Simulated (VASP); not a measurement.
Data:

```
CsBr
1.0
    4.29000     0.00000     0.00000
    0.00000     4.29000     0.00000
    0.00000     0.00000     4.29000
Cs Br
1 1
Direct
  0.00000   0.00000   0.00000
  0.50000   0.50000   0.50000
```
Cell charge -0.5.

Level of theory: PBE GGA, VASP's PBE PAW potentials (set 64) (plane waves; VASP). Numerical set-up: NELECT = 16.5, 400 eV cut-off, 6×6×6 Γ-centred mesh, Gaussian smearing of 0.050 eV, potentials Cs_sv Br.

The cell is charged, with a uniform compensating background.

**Question.** Give the stress tensor in GPa (positive for a compressed cell).

**Answer.** 
```
7.53  0.00  0.00
0.00  7.53  0.00
0.00  0.00  7.53
```
The pressure is its mean diagonal, 7.53 GPa.

The compound is CsBr in the CsCl type structure. The cell was not relaxed at this level. The run is one of a series of settings (NELECT = 16.5 against the base run), some of them coarse on purpose.
